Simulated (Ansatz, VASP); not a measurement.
# La2O3 in two plane-wave programs, part 2 of 2

Wanted: the spread between two codes on one cell, functional and k mesh. Of the first pair: The structure shown is the start of the Ansatz relaxation below; VASP solves that cell, so the two are compared at the walk's first step.

VASP 6.6.1 and Ansatz 0.2.0.

So far. Step 3 (VASP: single point, PBE, start cell, pair 1): The run ends at a pressure of 2.40 GPa, with forces up to 0.14 eV/Å.

## (6) VASP: single point, PBE, relaxed cell, pair 2

Level of this step: PBE; plane waves and PAW (O, La) (VASP).

The same cell, functional and mesh now go to VASP, with its own data sets.

File INCAR:

```
SYSTEM = La2O3
PREC = Accurate
ENCUT = 600
EDIFF = 1E-06
NELM = 200
ISMEAR = 0
SIGMA = 0.01
LREAL = .FALSE.
ALGO = Normal
GGA = PE
NBANDS = 26
LASPH = .TRUE.
LORBIT = 11
LWAVE = .FALSE.
LCHARG = .FALSE.
ISIF = 2
GGA_COMPAT = .FALSE.
EFERMI = MIDGAP
LMAXMIX = 6
KPAR = 2
```

File POSCAR:

```
La2O3
1.0
    3.9253032762      0.0000000000      0.0000000000
   -1.9626516381      3.3994123547      0.0000000000
    0.0000000000      0.0000000000      6.1114033193
O La
3 2
Direct
    0.6666666667      0.3333333333      0.3539333755
    0.3333333333      0.6666666667      0.6460666245
    0.0000000000      0.0000000000      0.0000000000
    0.6666666667      0.3333333333      0.7540805474
    0.3333333333      0.6666666667      0.2459194526
```

File KPOINTS:

```
Automatic mesh
0
Gamma
9 9 4
0 0 0
```

Potentials, in the order of the species: O and La (PBE family, release 64).

Command:

```bash
> mpirun -np 2 vasp_std
```

Numbers of over 12 decimals in the logs are rounded to 6 here.

The log of the run:

```text
[... set-up lines as in an earlier step ...]
 entering main loop
       N       E                     dE             d eps       ncg     rms          rms(c)
DAV:   1     0.492775949832E+03    0.49278E+03   -0.16933E+04  2292   0.261E+03
DAV:   2     0.910150765255E+02   -0.40176E+03   -0.39019E+03  3164   0.389E+02
DAV:   3    -0.301570031292E+02   -0.12117E+03   -0.11770E+03  3796   0.212E+02
DAV:   4    -0.464625595748E+02   -0.16306E+02   -0.16279E+02  3860   0.832E+01
[...]
DAV:  14    -0.418225695920E+02   -0.84220E-05   -0.18662E-04  3704   0.103E-01    0.145E-02
DAV:  15    -0.418225665595E+02    0.30325E-05   -0.48687E-05  4088   0.495E-02    0.278E-03
DAV:  16    -0.418225670105E+02   -0.45099E-06   -0.57552E-06  3176   0.159E-02
   1 F= -.41822567E+02 E0= -.41822567E+02  d E =0.000000E+00
```

OUTCAR, selected parts (step 6):

```text
  Total        0.9235321      0.9235321      0.9597815      0.0000000      0.0000000      0.0000000
  in kB       18.1444816     18.1444816     18.8566671      0.0000000      0.0000000      0.0000000
  external PRESSURE =      18.3818768 kB  Pullay stress =       0.0000000 kB

 POSITION                                       TOTAL-FORCE (eV/Angst)
 -----------------------------------------------------------------------------------
      1.96265      1.13314      2.16303         0.000000      0.000000     -0.004644
     -0.00000      2.26627      3.94837         0.000000      0.000000      0.004644
      0.00000      0.00000      0.00000         0.000000      0.000000      0.000000
      1.96265      1.13314      4.60849         0.000000     -0.000000     -0.015833
     -0.00000      2.26627      1.50291        -0.000000      0.000000      0.015833
 -----------------------------------------------------------------------------------
    total drift:                               -0.000000      0.000000      0.000000

  FREE ENERGIE OF THE ION-ELECTRON SYSTEM (eV)
  ---------------------------------------------------
  free  energy   TOTEN  =       -41.8225670105 eV

  energy  without entropy=      -41.8225670105  energy(sigma->0) =      -41.82256701

[... 1 part as in an earlier step ...]

[... 2 further parts left out ...]
[key lines of the parts left out:]
E-fermi :   7.9362
```

The run ends at a pressure of 1.84 GPa, with forces up to 0.016 eV/Å.

## (7) Differences

What differs besides the data sets and the points named for the pairs above, as far as they apply: the cutoff is 420 eV in Ansatz and 600 eV in VASP; Ansatz's pressure holds a Pulay correction, VASP's none. Total energies have different zeros and are not compared.

Both answers:

| quantity | Ansatz | VASP | difference |
| --- | --- | --- | --- |
| pressure (GPa) | 2.29 | 1.84 | +0.45 |
| gap on the k mesh (eV) | 3.884 | 3.892 | -0.008 |

At this near-relaxed geometry the largest component of a force difference is 16 meV/Å. A gap on the mesh is an upper bound, since the band edges may lie between its points.

## (8) Ansatz: relaxation, PBE

The two programs are compared at the cell with which this relaxation starts, whose forces are those of its first step. The cell compared in this pair holds 82.38 Å³, against 81.55 Å³ for the pair before.

The structure compared here is the start of the Ansatz relaxation; VASP solves that cell, so the two are compared at the walk's first step.

File input.yaml:

```yaml
crystal:
  lattice:
    - [3.9977627375, 0.0, 0.0]
    - [-1.9988813687, 3.462164089, 0.0]
    - [0.0, 0.0, 5.9519937544]
  atoms:
    - { symbol: O, position: [0.6666666667, 0.3333333333, 0.349097453] }
    - { symbol: O, position: [0.3333333333, 0.6666666667, 0.650902547] }
    - { symbol: O, position: [0.0, 0.0, 0.0] }
    - { symbol: La, position: [0.6666666667, 0.3333333333, 0.7609407453] }
    - { symbol: La, position: [0.3333333333, 0.6666666667, 0.2390592547] }
kpoints:
  mp_grid: { grid: [9, 9, 4] }
hamiltonian:
  xc: pbe
  pseudopotentials: { kind: paw, azcp: { folder: soft_1 } }
scf:
  occupations: { method: fixed }
output:
  forces: true
  stress: true
  eigenvalues: true
relax:
  adjacent_minimum: "off"
  f_tol: 0.001
  max_steps: 60
  cell: { stress_tol: 0.01, fix: [volume] }
```

Command:

```bash
> ansatz run input.yaml --threads 4 --pin off --max-ram 16384MiB --backend cpu --events-out ev --progress --plain --runs-dir out
```

The log of the run:

```text
[...]
Crystal: 5 atoms, lattice volume = 82.381 Å³
Basis set: ecut = 420 eV, 1627 PW (Γ), exchange–correlation on 54×54×80 points (8 copies of the dense FFT grid, shifted against one another)
Bands: 25, of which v1, the nominal top of the filled ones, is band 20 counted from 1 (19 counted from 0)
Symmetry: 12 space group operations
[...]
k-points: 43 of 324
[...]
cell:  # Å, volume = 82.3810 Å³
    - [3.932985, -2.8399749943896628e-11, -6.33139443350439e-18]
    - [-1.966493, 3.406065, 4.220929622324529e-18]
    - [-9.42637735131173e-18, 1.814107167138026e-18, 6.149671]
  atoms:
    - { symbol: O, position: [0.666667, 0.333333, 0.354322] }
    - { symbol: O, position: [0.333333, 0.666667, 0.645678] }
    - { symbol: O, position: [0, 0, 0] }
    - { symbol: La, position: [0.666667, 0.333333, 0.753346] }
    - { symbol: La, position: [0.333333, 0.666667, 0.246654] }
[key lines of the parts left out:]
SCF converged after 6 iterations
Free energy (F): -14212.494291 eV
Fermi energy:    9.526556 eV
P = ⅓ Tr σ = 1.1149 GPa (11.149 kbar)
```

## (9) VASP: single point, PBE, start cell, pair 3

The same cell, functional and mesh now go to VASP, with its own data sets.

Changes to INCAR since step 6:

```diff
@@ -2,3 +2,3 @@
 PREC = Accurate
-ENCUT = 600
+ENCUT = 520
 EDIFF = 1E-06
```

File POSCAR:

```
La2O3
1.0
    3.9977630000      0.0000000000      0.0000000000
   -1.9988810000      3.4621640000      0.0000000000
    0.0000000000      0.0000000000      5.9519940000
O La
3 2
Direct
    0.6666665480      0.3333334296      0.3490974621
    0.3333332018      0.6666665704      0.6509025379
    0.0000000000      0.0000000000      0.0000000000
    0.6666665480      0.3333334296      0.7609407872
    0.3333332018      0.6666665704      0.2390592128
```

KPOINTS is that of step 6.

Command:

```bash
> mpirun -np 2 vasp_std
```

The log of the run:

```text
[... set-up lines as in an earlier step ...]
 entering main loop
       N       E                     dE             d eps       ncg     rms          rms(c)
DAV:   1     0.479332621313E+03    0.47933E+03   -0.15639E+04  2260   0.236E+03
DAV:   2     0.879066979053E+02   -0.39143E+03   -0.38107E+03  3148   0.378E+02
DAV:   3    -0.303716876458E+02   -0.11828E+03   -0.11569E+03  3912   0.201E+02
DAV:   4    -0.463389862638E+02   -0.15967E+02   -0.15943E+02  3832   0.803E+01
[...]
DAV:  14    -0.417632594534E+02   -0.91261E-05   -0.11493E-04  3688   0.933E-02    0.737E-03
DAV:  15    -0.417632604931E+02   -0.10396E-05   -0.14710E-05  3600   0.346E-02    0.290E-03
DAV:  16    -0.417632610065E+02   -0.51341E-06   -0.78633E-06  3376   0.174E-02
   1 F= -.41763261E+02 E0= -.41763261E+02  d E =0.000000E+00
```

Parts of OUTCAR (step 9):

```text
  Total       -1.2133437     -1.2133435      0.4312758     -0.0000002     -0.0000000     -0.0000000
  in kB      -23.5975692    -23.5975649      8.3876152     -0.0000034     -0.0000000     -0.0000000
  external PRESSURE =     -12.9358396 kB  Pullay stress =       0.0000000 kB

 POSITION                                       TOTAL-FORCE (eV/Angst)
 -----------------------------------------------------------------------------------
      1.99888      1.15405      2.07783         0.000000     -0.000000     -0.080474
     -0.00000      2.30811      3.87417        -0.000000     -0.000000      0.080474
      0.00000      0.00000      0.00000        -0.000000     -0.000000     -0.000000
      1.99888      1.15405      4.52911        -0.000000      0.000000     -0.688999
     -0.00000      2.30811      1.42288         0.000000     -0.000000      0.688999
 -----------------------------------------------------------------------------------
    total drift:                                0.002365      0.000000     -0.000000

  FREE ENERGIE OF THE ION-ELECTRON SYSTEM (eV)
  ---------------------------------------------------
  free  energy   TOTEN  =       -41.7632610065 eV

  energy  without entropy=      -41.7632610065  energy(sigma->0) =      -41.76326101

[... 1 part as in an earlier step ...]

[... 2 further parts left out ...]
[key lines of the parts left out:]
E-fermi :   7.8272
```

The run ends at a pressure of -1.29 GPa, with forces up to 0.69 eV/Å.

## (10) Comparison

Forces (eV/Å; atoms numbered as in POSCAR):

```csv
atom,"Ansatz x, y, z","VASP x, y, z"
O1,"0.000, 0.000, -0.077","0.000, 0.000, -0.080"
O2,"0.000, 0.000, 0.077","0.000, 0.000, 0.080"
O3,"0.000, 0.000, 0.000","0.000, 0.000, 0.000"
La4,"0.000, 0.000, -0.677","0.000, 0.000, -0.689"
La5,"0.000, 0.000, 0.677","0.000, 0.000, 0.689"
```

The forces differ by 4.5 meV/Å r.m.s., which is 1.8 % of the r.m.s. force of 0.253 eV/Å (both taken over all components).

## (11) Summary of results

| Quantity | Value |
| --- | --- |
| r.m.s. force difference (single point, PBE, start cell, pair 1) | 5.2 meV/Å |
| difference in gap on the k mesh (single point, PBE, relaxed cell, pair 2) | -0.0085 eV |
| r.m.s. force difference (single point, PBE, relaxed cell, pair 2) | 6.0 meV/Å |
| r.m.s. force difference (single point, PBE, start cell, pair 3) | 1.8 % of the r.m.s. force |

What this shows: The r.m.s. force difference is 1.8 % of the r.m.s. force (single point, PBE, start cell, pair 3), within the 3 % picked in this series as the mark of a large difference. 1 further run of this series is not shown here. Such differences can come from data sets, numerical settings and the points named under the comparisons, not from the functional's error against experiment.

[Lines on the potential files, build, host, timing and source positions are cut from VASP's logs without a mark.]

[Logs are printed without paths, hosts, clocks, repeated set-up lines and the standing remarks that a program may print on its own settings, such as how far it seeks lower states.]

[Hosts, paths, dates, database ids (printed as entryN), source tags and the programs' standing remarks are cut or masked in the printed files.]
